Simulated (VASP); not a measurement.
Consider the following.

```yaml
crystal:
  lattice:
    - [-2.96312, 2.96312, 1.61388]
    - [2.96312, -2.96312, 1.61388]
    - [2.96312, 2.96312, -1.61388]
  atoms:
    - { symbol: Sn, position: [0.25000, 0.75000, 0.50000] }
    - { symbol: Sn, position: [0.00000, 0.00000, 0.00000] }
```

Computed with PBE GGA, VASP's PBE PAW potentials (set 64) (plane waves; VASP). Run with 500 eV cut-off, 13×13×13 Γ-centred mesh, first-order Methfessel-Paxton smearing of 0.10 eV, potentials Sn_d.

Unless said otherwise, spin-orbit coupling is left out, though it shifts the bands of the heavy elements here.

Predict the energy per atom (σ→0), band gap (on the k-mesh) with the smallest direct gap where there is one.

```yaml
band gap (on the k-mesh): none (metal, semimetal or under 0.01 eV)
energy per atom (σ→0): -3.807 eV/atom
```

The compound is Sn in the beta structure. It was relaxed first.
